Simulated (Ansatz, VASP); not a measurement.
# One calculation of Ga3F, two programs

File INCAR:

```
PREC = Accurate
ENCUT = 600
EDIFF = 1E-6
ISMEAR = 0
SIGMA = 0.1
LREAL = False
LASPH = True
NELM = 100
ALGO = Fast
ISIF = 3
LWAVE = False
LCHARG = False
GGA = PE
IBRION = 2
NSW = 100
EDIFFG = -0.01
```

KPOINTS

```
regular mesh
0
Gamma
  12 12 12
```

Contents of POSCAR:

```
Ga3F
1.0
    0.0000000000      3.2475472600      3.2475472600
    3.2475472600      0.0000000000      3.2475472600
    3.2475472600      3.2475472600      0.0000000000
Ga F
3 1
Direct
    0.2500000000      0.2500000000      0.2500000000
    0.7500000000      0.7500000000      0.7500000000
    0.0000000000      0.0000000000      0.0000000000
    0.5000000000      0.5000000000      0.5000000000
```

Input for Ansatz:

```yaml
crystal:
  lattice:
    - [0.0, 3.24754726, 3.24754726]
    - [3.24754726, 0.0, 3.24754726]
    - [3.24754726, 3.24754726, 0.0]
  atoms:
    - { symbol: Ga, position: [0.25, 0.25, 0.25] }
    - { symbol: Ga, position: [0.75, 0.75, 0.75] }
    - { symbol: Ga, position: [0.0, 0.0, 0.0] }
    - { symbol: F, position: [0.5, 0.5, 0.5] }
basis:
  ecutwfc: 420
kpoints:
  mp_grid: { grid: [12, 12, 12] }
hamiltonian:
  xc: pbe
scf:
  occupations: { method: gaussian, width: 0.1 }
output:
  forces: true
  stress: true
  eigenvalues: true
  write_density: true
  write_potential: true
  elf: true
  volumetric_format: npy
relax:
  adjacent_minimum: "off"
  f_tol: 0.01
  max_steps: 80
  cell: { stress_tol: 0.05 }
```

Alike in both runs: task relaxation of cell and atoms; functional PBE; k mesh 12 × 12 × 12; occupations gaussian, width 0.1 eV; no spin polarisation.

|  | VASP | Ansatz |
| --- | --- | --- |
| version | VASP 6.6.1 | Ansatz 0.2.0 |
| potentials or method | VASP PAW PBE potentials, release 64 (Ga_d, F) | scalar-relativistic, plane waves, PAW |
| plane-wave cutoff (eV) | 600 | 420 |
| valence electrons in the cell | 46 | 46 |

Ansatz gave:

* gap on the k mesh at the Fermi level, each at its own relaxed structure (eV): none
* relaxed volume (Å³/atom): 16.51
* relaxed cell length with the largest relative difference (Å): 4.537
* energy change over the relaxation (meV/atom): -3

Q: Estimate VASP's values.

A: gap on the k mesh at the Fermi level, each at its own relaxed structure (eV): none; relaxed volume (Å³/atom): 16.49; relaxed cell length with the largest relative difference (Å): 4.535; energy change over the relaxation (meV/atom): -4.

A gap of «none» marks a metal or a gap that the smearing closes.
